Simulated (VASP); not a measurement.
A run of VASP 6.6.1:

Contents of POSCAR:

```
Mg6SiB
1.0
    4.2827016163      0.0000000000      0.0000000000
    0.0000000000      4.1921744251      5.3193067902
    0.0000000000     -4.1921744251      5.3193067902
Si Mg B
1 6 1
Direct
    0.0000000000      0.9464960000      0.9464960000
    0.5000000000      0.1403630000      0.1403630000
    0.5000000000      0.1022270000      0.6636450000
    0.5000000000      0.6636450000      0.1022270000
    0.0000000000      0.3713650000      0.3713650000
    0.0000000000      0.4442030000      0.8136060000
    0.0000000000      0.8136060000      0.4442030000
    0.5000000000      0.5180930000      0.5180930000
```

File INCAR.step1:

```
  PREC = Accurate
  ENCUT = 400
  EDIFF = 1E-6
  ISMEAR = -1
  SIGMA = 0.05
  LREAL = F
  LASPH = T
  NELM = 60
  ALGO = Fast
  ISIF = 2
  LWAVE = F
  LCHARG = T
  GGA = RE
  IVDW = 4
```

KPOINTS.step1

```
Automatic mesh
0
Gamma
  7 5 5
```

The input INCAR.step2:

```
  PREC = Accurate
  ENCUT = 400
  EDIFF = 1E-6
  ISMEAR = -5
  SIGMA = 0.05
  LREAL = F
  LASPH = T
  NELM = 60
  ALGO = Fast
  ISIF = 2
  LWAVE = F
  LCHARG = F
  GGA = RE
  IVDW = 4
  LORBIT = 11
  NEDOS = 1001
  ICHARG = 11
```

Contents of KPOINTS.step2:

```
Automatic mesh
0
Gamma
  11 8 8
```

Potentials or basis: VASP PAW PBE potentials, release 64 (Si, Mg, B_s).

The run is started by

```sh
$ cat potpaw_PBE.64/Si/POTCAR potpaw_PBE.64/Mg/POTCAR potpaw_PBE.64/B_s/POTCAR > POTCAR
$ cp INCAR.step1 INCAR
$ cp KPOINTS.step1 KPOINTS
$ mpirun -np 1 vasp_std > vasp.out
$ cp INCAR.step2 INCAR
$ cp KPOINTS.step2 KPOINTS
$ mpirun -np 1 vasp_std > vasp.out
```

Hardware: 1 thread of AMD EPYC 9R45 96-Core Processor (Zen 5), with other jobs on the host.

Problem. Estimate the wall time of this run.

Solution. It took 2.3 min on 1 thread of AMD EPYC 9R45 96-Core Processor (Zen 5), with other jobs on the host, peak memory 0.39 GiB. Counts: scf iterations 9, k points 126.
